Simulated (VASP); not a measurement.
Here is the system:

```
Nb3TiC4
1.0
    4.43500     0.00000     0.00000
    0.00000     4.43500     0.00000
    0.00000     0.00000     4.43500
Ti C Nb
1 4 3
Direct
  0.00000   0.00000   0.00000
  0.50000   0.50000   0.50000
  0.00000   0.00000   0.50000
  0.00000   0.50000   0.00000
  0.50000   0.00000   0.00000
  0.50000   0.50000   0.00000
  0.50000   0.00000   0.50000
  0.00000   0.50000   0.50000
```

Calculation: PBEsol GGA, VASP's PBE PAW potentials (set 64) (plane waves; VASP). Run with 520 eV cut-off, 8×8×8 Γ-centred mesh, first-order Methfessel-Paxton smearing of 0.10 eV, potentials Ti_sv C Nb_sv.

Q: The ions, cell shape and volume are relaxed. Which structure does the run end with?

A: 
```
Nb3TiC4
1.0
    4.41542     0.00000     0.00000
    0.00000     4.41542     0.00000
    0.00000     0.00000     4.41542
Ti C Nb
1 4 3
Direct
  0.00000   0.00000   0.00000
  0.50000   0.50000   0.50000
  0.00000   0.00000   0.50000
  0.00000   0.50000   0.00000
  0.50000   0.00000   0.00000
  0.50000   0.50000   0.00000
  0.50000   0.00000   0.50000
  0.00000   0.50000   0.50000
```
Space group Pm-3m (221), at a tolerance of 0.03 Å.

Q: How do energy and volume change from the first to the last step?

A: The energy (σ→0) changes by -1.8 meV/atom and the volume by -1.3 %, in 3 ionic steps.

The structure was generated: Nb3TiC4 was put into an ordered model structure (Pm-3m), which need not be its known phase. This run relaxes it. Symmetry was kept, so distortions that lower it aren't found. The electron count is odd and the run is not spin-polarised, which forces a metal.
